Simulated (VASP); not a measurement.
From VASP inputs to Ansatz: Sr$_{2}$C (strained antifluorite)

INCAR

```
LREAL = .FALSE.
LASPH = .TRUE.
EDIFF = 1E-7
NELM = 120
ENCUT = 520
ISMEAR = -1
GGA = PE
LWAVE = .FALSE.
NSW = 0
LCHARG = .FALSE.
NBANDS = 19
PREC = Accurate
SIGMA = 0.02
IBRION = -1
ISIF = 2
```

KPOINTS

```
KPOINTS created by Atomic Simulation Environment
0
Gamma
6 6 6
0 0 0
```

KPOINTS_OPT

```
special points
7
Reciprocal
0.0000000000 0.0000000000 0.0000000000 1
0.5000000000 0.0000000000 0.5000000000 1
0.6250000000 0.2500000000 0.6250000000 1
0.3750000000 0.3750000000 0.7500000000 1
0.5000000000 0.5000000000 0.5000000000 1
0.5000000000 0.2500000000 0.7500000000 1
0.5000000000 0.5000000000 0.0000000000 1
```

POSCAR

```
C  Sr
 1.0000000000000000
     0.0000000000000000    3.3601424573999998    3.4622907881999998
     3.3601424573999998    0.0000000000000000    3.4622907881999998
     3.3601424573999998    3.3601424573999998    0.0000000000000000
 C   Sr
   1   2
Cartesian
  0.0000000000000000  0.0000000000000000  0.0000000000000000
  1.6800712286999999  1.6800712286999999  1.7311453940999999
  5.0402136860999995  5.0402136860999995  5.1934361822999993
```

VASP ran with the recommended PBE PAW datasets (24 valence electrons in the cell).

Write an Ansatz input for this cell and level of theory.



```yaml
crystal:
  lattice:
    - [0.0, 3.3601424574, 3.4622907882]
    - [3.3601424574, 0.0, 3.4622907882]
    - [3.3601424574, 3.3601424574, 0.0]
  atoms:
    - { symbol: C, position: [0.0, 0.0, 0.0] }
    - { symbol: Sr, position: [0.25, 0.25, 0.25] }
    - { symbol: Sr, position: [0.75, 0.75, 0.75] }
kpoints:
  mp_grid: { grid: [6, 6, 6] }
  band_path:
    path:
      - [0.0, 0.0, 0.0]
      - [0.5, 0.0, 0.5]
      - [0.625, 0.25, 0.625]
      - [0.375, 0.375, 0.75]
      - [0.5, 0.5, 0.5]
      - [0.5, 0.25, 0.75]
      - [0.5, 0.5, 0.0]
    npoints: 1
hamiltonian:
  xc: pbe
scf:
  occupations: { method: fermi_dirac, width: 0.02 }
  n_extra_bands: 4
output:
  forces: true
  stress: true
  eigenvalues: true
```

Other inputs would serve too.

```csv
,VASP,Ansatz
gap between bands v and c,-0.21 eV (bands overlap: a metal),-0.22 eV (bands overlap: a metal)
least direct gap,0.00 eV,0.00 eV
pressure,-0.4 GPa,-0.6 GPa
```

Each program uses its own PAW datasets. VASP's cell holds 24 valence electrons and Ansatz's 24. Ansatz's stress includes a Pulay correction; VASP's doesn't.
